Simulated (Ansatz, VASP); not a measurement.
## Two plane-wave programs on SrMg

```
Sr Mg
1.0
     0.00000    3.49951    3.49951
     3.49951    0.00000    3.49951
     3.49951    3.49951    0.00000
Sr Mg
1 1
Direct
  0.50000 0.50000 0.50000
  0.00000 0.00000 0.00000
```

The cell comes from a database or a generator and needn't be the stable form of this composition.

Alike in both runs: task single point; functional LDA; k mesh 14 × 14 × 14; occupations gaussian, width 0.15 eV; no spin polarisation.

```csv
,VASP,Ansatz
version,VASP 6.6.1,Ansatz 0.2.0
potentials or method,"VASP PAW LDA potentials, release 64 (Sr_sv, Mg)","scalar-relativistic, plane waves, PAW"
plane-wave cutoff (eV),520,420
valence electrons in the cell,12,20
```

|  | VASP | Ansatz | Ansatz less VASP |
| --- | --- | --- | --- |
| gap on the k mesh at the Fermi level (eV) | none | none | - |
| pressure (GPa) | -1.3 | -1.2 | +0.11 |

A gap of «none» marks a metal or a gap that the smearing closes. The two sets of potentials don't hold the same shells in valence.
